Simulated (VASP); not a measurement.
# Cs2BiAuF6 (Fm-3m) in VASP: single point with PBEsol

Aim: the single point of Cs2BiAuF6 with PBEsol.

Program: VASP 6.6.1. These are calculated values, not measurements. Logs are shortened: lines on timing, memory, paths and dates and some standing lists are left out, and cuts for length are marked.

### 1 The structure

The structure is cubic, space group Fm-3m (No. 225). The conventional cell has a = 9.594 Å, b = 9.594 Å, c = 9.594 Å, α = 90.00°, β = 90.00°, γ = 90.00°. Cs (site symmetry -43m) is surrounded by 12 F at 3.39 Å. Around Bi (site symmetry m-3m) lie 6 F at 2.28 Å. Au (site symmetry m-3m) has 6 F at 2.52 Å as nearest neighbours. F (site symmetry 4mm) is surrounded by 1 Bi at 2.28 Å and 1 Au at 2.52 Å.

The cell comes from a database or a generator and needn't be the stable form of this composition.

### 2 Single point, PBEsol

File INCAR:

```
SYSTEM = Cs2BiAuF6
ALGO = Normal
EDIFF = 1E-7
ENCUT = 520
GGA = PS
ISIF = 2
ISMEAR = 1
LASPH = .True.
LCHARG = .False.
LREAL = .False.
LWAVE = .False.
NBANDS = 54
NELM = 100
PREC = Accurate
SIGMA = 0.2
```

File KPOINTS:

```
k-points
0
Gamma
  3 3 3
  0 0 0
```

File POSCAR:

```
Cs2BiAuF6
1.0
    6.7836910000      0.0000000000      0.0000000000
    3.3918455000      5.8748487374      0.0000000000
    3.3918455000      1.9582829125      5.5388605076
Cs Bi Au F
2 1 1 6
Direct
    0.7500000000      0.7500000000      0.7500000000
    0.2500000000      0.2500000000      0.2500000000
    0.0000000000      0.0000000000      0.0000000000
    0.5000000000      0.5000000000      0.5000000000
    0.7626360000      0.2373640000      0.2373640000
    0.2373640000      0.2373640000      0.7626360000
    0.2373640000      0.7626360000      0.7626360000
    0.2373640000      0.7626360000      0.2373640000
    0.7626360000      0.2373640000      0.7626360000
    0.7626360000      0.7626360000      0.2373640000
```

Potentials or basis: VASP PAW PBE potentials, release 64 (Cs_sv, Bi_d, Au, F).

Started as:

```bash
$ cat potpaw_PBE.64/Cs_sv/POTCAR potpaw_PBE.64/Bi_d/POTCAR potpaw_PBE.64/Au/POTCAR potpaw_PBE.64/F/POTCAR > POTCAR
$ mpirun -np 1 vasp_std > vasp.out
```

OUTCAR:

```text
SYSTEM = Cs2BiAuF6
   EDIFF = 1E-7
   ENCUT = 520
   GGA = PS
   ISIF = 2
   ISMEAR = 1
   LASPH = .True.
   LREAL = .False.
   NELM = 100
   PREC = Accurate

 ion  position               nearest neighbor table
   1  0.750  0.750  0.750-
   2  0.250  0.250  0.250-
   3  0.000  0.000  0.000-   6 2.28   8 2.28   9 2.28  10 2.28   7 2.28   5 2.28
   4  0.500  0.500  0.500-   6 2.52   8 2.52   9 2.52  10 2.52   7 2.52   5 2.52
   5  0.763  0.237  0.237-   3 2.28   4 2.52
   6  0.237  0.237  0.763-   3 2.28   4 2.52
   7  0.237  0.763  0.763-   3 2.28   4 2.52
   8  0.237  0.763  0.237-   3 2.28   4 2.52
   9  0.763  0.237  0.763-   3 2.28   4 2.52
  10  0.763  0.763  0.237-   3 2.28   4 2.52

  LATTYP: Found a face centered cubic cell.
 ALAT       =     9.5935878151

  Lattice vectors:

 A1 = (   6.7836910000,   0.0000000000,   0.0000000000)
 A2 = (   3.3918455000,   5.8748487374,   0.0000000000)
 A3 = (   3.3918455000,   1.9582829125,   5.5388605076)

Analysis of symmetry for initial positions (statically):
=====================================================================
 Subroutine PRICEL returns:
 Original cell was already a primitive cell.

 Routine SETGRP: Setting up the symmetry group for a
 face centered cubic supercell.

 Subroutine GETGRP returns: Found 48 space group operations
 (whereof 48 operations were pure point group operations)
 out of a pool of 48 trial point group operations.

The static configuration has the point symmetry O_h .

Analysis of symmetry for dynamics (positions and initial velocities):
=====================================================================
 Subroutine PRICEL returns:
 Original cell was already a primitive cell.

 Routine SETGRP: Setting up the symmetry group for a
 face centered cubic supercell.

 Subroutine GETGRP returns: Found 48 space group operations
 (whereof 48 operations were pure point group operations)
 out of a pool of 48 trial point group operations.

The dynamic configuration has the point symmetry O_h .

 Subroutine INISYM returns: Found 48 space group operations
 (whereof 48 operations are pure point group operations),
 and found     1 'primitive' translations

----------------------------------------------------------------------------------------

                                     Primitive cell

  volume of cell :     220.7411

  direct lattice vectors                    reciprocal lattice vectors
     6.783691000  0.000000000  0.000000000     0.147412375 -0.085108574 -0.060180850
     3.391845500  5.874848737  0.000000000     0.000000000  0.170217149 -0.060180850
     3.391845500  1.958282913  5.538860508     0.000000000  0.000000000  0.180542550

  length of vectors
     6.783691000  6.783691000  6.783691000     0.180542550  0.180542550  0.180542550

  position of ions in fractional coordinates (direct lattice)
     0.750000000  0.750000000  0.750000000
     0.250000000  0.250000000  0.250000000
     0.000000000  0.000000000  0.000000000
     0.500000000  0.500000000  0.500000000
     0.762636000  0.237364000  0.237364000
     0.237364000  0.237364000  0.762636000
     0.237364000  0.762636000  0.762636000
     0.237364000  0.762636000  0.237364000
     0.762636000  0.237364000  0.762636000
     0.762636000  0.762636000  0.237364000

  ion indices of the primitive-cell ions
   primitive index   ion index
                 1           1
                 2           2
                 3           3
                 4           4
                 5           5
                 6           6
                 7           7
                 8           8
                 9           9
                10          10

----------------------------------------------------------------------------------------

 KPOINTS: k-points

Automatic generation of k-mesh.
 Grid dimensions read from file:
 generate k-points for:    3    3    3

 Generating k-lattice:

  Cartesian coordinates                     Fractional coordinates (reciprocal lattice)
     0.049137458 -0.028369525 -0.020060283     0.333333333 -0.000000000 -0.000000000
     0.000000000  0.056739050 -0.020060283     0.000000000  0.333333333 -0.000000000
     0.000000000  0.000000000  0.060180850     0.000000000  0.000000000  0.333333333

  Length of vectors
     0.060180850  0.060180850  0.060180850

  Shift w.r.t. Gamma in fractional coordinates (k-lattice)
     0.000000000  0.000000000  0.000000000

 Subroutine IBZKPT returns following result:
 ===========================================

 Found      4 irreducible k-points:

 Following reciprocal coordinates:
            Coordinates               Weight
  0.000000  0.000000  0.000000      1.000000
  0.333333 -0.000000 -0.000000      8.000000
  0.333333  0.333333 -0.000000      6.000000
 -0.333333  0.333333  0.000000     12.000000
   k-points           NKPTS =      4   k-points in BZ     NKDIM =      4   number of bands    NBANDS=     54
   number of dos      NEDOS =    301   number of ions     NIONS =     10
   total plane-waves  NPLWV = 125000
   dimension x,y,z NGX =    50 NGY =   50 NGZ =   50
   dimension x,y,z NGXF=   100 NGYF=  100 NGZF=  100
   ions per type =               2   1   1   6
   NGX,Y,Z   is equivalent  to a cutoff of  12.25, 12.25, 12.25 a.u.
   NGXF,Y,Z  is equivalent  to a cutoff of  24.51, 24.51, 24.51 a.u.
 SYSTEM =  Cs2BiAuF6
   PREC   = accura    normal or accurate (medium, high low for compatibility)
   ISTART =      0    job   : 0-new  1-cont  2-samecut
   ICHARG =      2    charge: 1-file 2-atom 10-const
   ISPIN  =      1    spin polarized calculation?
   LNONCOLLINEAR =      F non collinear calculations
   LSORBIT =      F    spin-orbit coupling
   LASPH  =      T    aspherical Exc in radial PAW
   ENCUT  =  520.0 eV  38.22 Ry    6.18 a.u.  12.61 12.61 12.61*2*pi/ulx,y,z
   NELM   =    100;   NELMIN=  2; NELMDL= -5     # of ELM steps
   EDIFF  = 0.1E-06   stopping-criterion for ELM
   LREAL  =      F    real-space projection
   EDIFFG = 0.1E-05   stopping-criterion for IOM
   NSW    =      0    number of steps for IOM
   IBRION =     -1    ionic relax: 0-MD 1-quasi-New 2-CG
   NFREE  =      0    steps in history (QN), initial steepest desc. (CG)
   ISIF   =      2    stress and relaxation
   ISYM   =      2    0-nonsym 1-usesym 2-fastsym
   POTIM  = 0.5000    time-step for ionic-motion
   TEBEG  =    0.0;   TEEND  =   0.0 temperature during run
   PSTRESS=    0.0 pullay stress
   NELECT =      86.0000    total number of electrons
   NUPDOWN=      -1.0000    fix difference up-down
   EMIN   =  10.00;   EMAX   =-10.00  energy-range for DOS
   EFERMI =   0.00;   METHOD = LEGACY
   ISMEAR =     1;   SIGMA  =   0.20  broadening in eV -4-tet -1-fermi 0-gaus
   EFERMI_NEDOS =   21; number of points for ismear=-14 and -15
   IALGO  =     38    algorithm
   IMIX   =      4    mixing-type and parameters
     AMIX     =   0.40;   BMIX     =  1.00
     AMIX_MAG =   1.60;   BMIX_MAG =  1.00
  volume/ion in A,a.u.               =      22.07       148.96
  Fermi-wavevector in a.u.,A,eV,Ry     =   1.195675  2.259499 19.451425  1.429639
  Thomas-Fermi vector in A             =   2.331635
   LORBIT       =      0    0 simple, 1 ext, 2 COOP (PROOUT), +10 PAW based schemes
   GGA     = PS    functional components
   LHFCALC =     F    Hartree Fock is set to
   AEXX    =    0.0000 exact exchange contribution
   IVDW    =     0    specifies the selected vdW correction
   LEPSILON=     F    determine dielectric tensor
   LRPA    =     F    only Hartree local field effects (RPA)
 non-spin polarized calculation
 Methfessel and Paxton  Order N= 1 SIGMA  =   0.20
  energy-cutoff  :      520.00
  volume of cell :      220.74
 maximum number of plane-waves:      5978
 NGX is ok and might be reduce to    50
   NGX = 25   NGY = 25   NGZ = 25

 number of electron      85.9999989 magnetization

 Free energy of the ion-electron system (eV)
  ---------------------------------------------------
  ext. energy  EPLUGINS =         0.00000000
  ---------------------------------------------------
  free energy    TOTEN  =       -42.59909056 eV

  energy without entropy =      -42.60858404  energy(sigma->0) =      -42.60225505

 E-fermi :   1.4175     XC(G=0):  -8.8788

 val. band max:        1.2652283544   @ k =  -0.3333   0.3333   0.0000
 cond. band min:       2.8362412692   @ k =   0.3333  -0.0000  -0.0000
 fundamental gap:      1.5710129148
 Fermi energy:         1.4174686341

 k-point     1 :       0.0000    0.0000    0.0000
  band No.  band energies     occupation
      1     -21.9765      2.00000
      2     -21.9765      2.00000
      3     -21.3516      2.00000
      4     -21.3516      2.00000
      5     -21.3516      2.00000
      6     -21.0971      2.00000
[... 46 lines left out ...]
     53       8.4153      0.00000
     54       8.7752      0.00000

 k-point     2 :       0.3333   -0.0000   -0.0000
  band No.  band energies     occupation
      1     -21.9777      2.00000
      2     -21.9777      2.00000
      3     -21.3518      2.00000
      4     -21.3516      2.00000
      5     -21.3516      2.00000
      6     -21.0579      2.00000
[... 46 lines left out ...]
     53       8.4842      0.00000
     54       8.7801      0.00000

 k-point     3 :       0.3333    0.3333   -0.0000
  band No.  band energies     occupation
      1     -21.9829      2.00000
      2     -21.9761      2.00000
      3     -21.3519      2.00000
      4     -21.3516      2.00000
      5     -21.3516      2.00000
      6     -21.0489      2.00000
[... 46 lines left out ...]
     53       8.0755      0.00000
     54       8.9310      0.00000

 k-point     4 :      -0.3333    0.3333    0.0000
  band No.  band energies     occupation
      1     -21.9823      2.00000
      2     -21.9775      2.00000
      3     -21.3518      2.00000
      4     -21.3517      2.00000
      5     -21.3516      2.00000
      6     -21.0330      2.00000
[... 46 lines left out ...]
     53       8.2425      0.00000
     54       8.7165      0.00000

------------------------ aborting loop because EDIFF is reached ----------------------------------------

  FORCE on cell =-STRESS in cart. coord.  units (eV):
  Direction    XX          YY          ZZ          XY          YZ          ZX
  --------------------------------------------------------------------------------------
  -------------------------------------------------------------------------------------
  Total       -3.5659862     -3.5659862     -3.5659862      0.0000000     -0.0000000     -0.0000000
  in kB      -25.8825505    -25.8825505    -25.8825505      0.0000000     -0.0000000     -0.0000000
  external PRESSURE =     -25.8825505 kB  Pullay stress =       0.0000000 kB

 VOLUME and BASIS-vectors are now :
 -----------------------------------------------------------------------------
  energy-cutoff  :      520.00
  volume of cell :      220.74
      direct lattice vectors                 reciprocal lattice vectors
     6.783691000  0.000000000  0.000000000     0.147412375 -0.085108574 -0.060180850
     3.391845500  5.874848737  0.000000000     0.000000000  0.170217149 -0.060180850
     3.391845500  1.958282913  5.538860508     0.000000000  0.000000000  0.180542550

 POSITION                                       TOTAL-FORCE (eV/Angst)
 -----------------------------------------------------------------------------------
     10.17554      5.87485      4.15415         0.000000     -0.000000      0.000000
      3.39185      1.95828      1.38472         0.000000     -0.000000      0.000000
      0.00000      0.00000      0.00000         0.000000     -0.000000      0.000000
      6.78369      3.91657      2.76943         0.000000     -0.000000      0.000000
      6.78369      1.85930      1.31473         0.000000     -0.045611     -0.032252
      5.00205      2.88793      4.22413        -0.039500     -0.022806      0.032252
      6.78369      5.97383      4.22413         0.000000      0.045611      0.032252
      5.00205      4.94520      1.31473        -0.039500      0.022806     -0.032252
      8.56533      2.88793      4.22413         0.039500     -0.022806      0.032252
      8.56533      4.94520      1.31473         0.039500      0.022806     -0.032252
 -----------------------------------------------------------------------------------
    total drift:                                0.000000      0.000000      0.000000

  FREE ENERGIE OF THE ION-ELECTRON SYSTEM (eV)
  ---------------------------------------------------
  free  energy   TOTEN  =       -42.5990905561 eV

  energy  without entropy=      -42.6085840352  energy(sigma->0) =      -42.60225505
```

Run time: 32 s. Hardware: 1 thread of Intel Xeon 6975P-C (Granite Rapids), shared host; peak memory 0.37 GiB.

Results:

- Free energy: -42.5991 eV
- Pressure: -2.6 GPa
- Largest force: 0.056 eV/Å
- Band gap on the k mesh: 1.57 eV, indirect (least direct gap 1.79 eV)

Forces on the atoms (eV/Å):
```
Cs   0.000  0.000  0.000
Cs   0.000  0.000  0.000
Bi   0.000  0.000  0.000
Au   0.000  0.000  0.000
F    0.000 -0.046 -0.032
F   -0.040 -0.023  0.032
F    0.000  0.046  0.032
F   -0.040  0.023 -0.032
F    0.040 -0.023  0.032
F    0.040  0.023 -0.032
```

Caveat: the PAW data sets were made with another functional, which shifts forces and pressure a little; spin-orbit coupling is left out, which as a rule narrows the gap of such compounds by several tenths of an eV; an odd mesh through Γ misses points on the zone boundary, where band edges often lie.
